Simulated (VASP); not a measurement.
Method: PBE0 hybrid, VASP's PBE PAW potentials (set 64) (plane waves; VASP 6.6.1).

VASP input:

KPOINTS:
```
Automatic mesh
0
Gamma
6 6 6
0 0 0
```

### POSCAR
```
CdTe
1
    0.0000000000     3.2099221267     3.2099221267
    3.2099221267     0.0000000000     3.2099221267
    3.2099221267     3.2099221267     0.0000000000
Cd Te
1 1
Direct
  0.0000000000   0.0000000000   0.0000000000
  0.2500000000   0.2500000000   0.2500000000
```

**INCAR**
```
! general
SYSTEM    =  CdTe
PREC      =  Accurate
ENCUT     =  520
LREAL     =  .False.   ! projection in real space or not
LASPH     =  .True.   ! aspherical one-centre terms
ISYM      =  3

! electronic loop
EDIFF     =  1E-6
NELM      =  60
ALGO      =  Normal   ! blocked Davidson
LMAXMIX   =  4

! smearing
ISMEAR    =  0
SIGMA     =  0.05

! functional
GGA       =  PE
LHFCALC   =  .True.
AEXX      =  0.25
HFRCUT    =  -1
PRECFOCK  =  Fast

! ions
ISIF      =  2   ! forces and stress, cell fixed

! output
LWAVE     =  .False.
LCHARG    =  .False.
```

POTCAR, in this order: Cd Te (PBE.64 set). Program: vasp_std. Read from the step before: WAVECAR.

The resulting files:

### OUTCAR
```
 ion  position               nearest neighbor table
   1  0.000  0.000  0.000-   2 2.78   2 2.78   2 2.78   2 2.78
   2  0.250  0.250  0.250-   1 2.78   1 2.78   1 2.78   1 2.78
  LATTYP: Found a face centered cubic cell.
 ALAT       =     6.4198442534
 Subroutine PRICEL returns:
 Original cell was already a primitive cell.
 Subroutine GETGRP returns: Found 24 space group operations
The static configuration has the point symmetry T_d .
The dynamic configuration has the point symmetry T_d .
 Subroutine INISYM returns: Found 24 space group operations
 Subroutine IBZKPT returns following result:
 Found     16 irreducible k-points:

 Following reciprocal coordinates:
            Coordinates               Weight
  0.000000  0.000000  0.000000      1.000000
  0.166667  0.000000  0.000000      8.000000
  0.333333  0.000000  0.000000      8.000000
  0.500000  0.000000  0.000000      4.000000
  0.166667  0.166667  0.000000      6.000000
  0.333333  0.166667  0.000000     24.000000
  0.500000  0.166667  0.000000     24.000000
 -0.333333  0.166667  0.000000     24.000000
 -0.166667  0.166667  0.000000     12.000000
  0.333333  0.333333  0.000000      6.000000
  0.500000  0.333333  0.000000     24.000000
 -0.333333  0.333333  0.000000     12.000000
  0.500000  0.500000  0.000000      3.000000
  0.500000  0.333333  0.166667     24.000000
 -0.333333  0.333333  0.166667     24.000000
 -0.333333  0.500000  0.166667     12.000000
 Subroutine IBZKPT_HF returns following result:
   k-points           NKPTS =     16   k-points in BZ     NKDIM =    216   number of bands    NBANDS=     13
   number of dos      NEDOS =    301   number of ions     NIONS =      2
   total plane-waves  NPLWV =  46656
   dimension x,y,z NGX =    36 NGY =   36 NGZ =   36
   dimension x,y,z NGXF=    72 NGYF=   72 NGZF=   72
   ions per type =               1   1
   PREC   = accura    normal or accurate (medium, high low for compatibility)
...
```

OSZICAR:
```
       N       E                     dE             d eps       ncg     rms          rms(c)
DAV:   1    -0.652023498914E+01   -0.65202E+01   -0.12001E+00   416   0.942E+00    0.971E+00
DAV:   2    -0.653246028049E+01   -0.12225E-01   -0.54602E-02   476   0.289E+00    0.652E+00
DAV:   3    -0.653200270841E+01    0.45757E-03   -0.39676E-03   596   0.816E-01    0.401E+00
DAV:   4    -0.653175341718E+01    0.24929E-03   -0.34025E-04   461   0.210E-01    0.240E+00
DAV:   5    -0.653167509686E+01    0.78320E-04   -0.89974E-05   446   0.829E-02    0.144E+00
DAV:   6    -0.653166220226E+01    0.12895E-04   -0.32077E-05   466   0.447E-02    0.867E-01
DAV:   7    -0.653166083558E+01    0.13667E-05   -0.52193E-06   456   0.205E-02    0.524E-01
DAV:   8    -0.653166117531E+01   -0.33973E-06   -0.89246E-07   313   0.102E-02
   1 F= -.65316612E+01 E0= -.65316612E+01  d E =-.449883E-17
```

### OUTCAR
```
------------------------ aborting loop because EDIFF is reached ----------------------------------------
  FORCE on cell =-STRESS in cart. coord.  units (eV):
  Direction    XX          YY          ZZ          XY          YZ          ZX
  --------------------------------------------------------------------------------------
  Total        1.2017859      1.2017859      1.2017859      0.0000000      0.0000000      0.0000000
  in kB       29.1087932     29.1087932     29.1087932      0.0000000      0.0000000      0.0000000
  external PRESSURE =      29.1087932 kB  Pullay stress =       0.0000000 kB
  volume of cell :       66.15
      direct lattice vectors                 reciprocal lattice vectors
     0.000000000  3.209922127  3.209922127    -0.155767019  0.155767019  0.155767019
     3.209922127  0.000000000  3.209922127     0.155767019 -0.155767019  0.155767019
     3.209922127  3.209922127  0.000000000     0.155767019  0.155767019 -0.155767019
  FREE ENERGIE OF THE ION-ELECTRON SYSTEM (eV)
  ---------------------------------------------------
  free  energy   TOTEN  =        -6.5316611753 eV

  energy  without entropy=       -6.5316611753  energy(sigma->0) =       -6.53166118

  exchange ACFDT corr.  =         0.00000000  see jH, gK, PRB 81, 115126
```
(Selected blocks of OUTCAR.)

The compound is CdTe in the zinc blende structure. This cell is one point of a volume scan, at 0.91 of the reference volume. The cell's shape comes from a PBE relaxation.
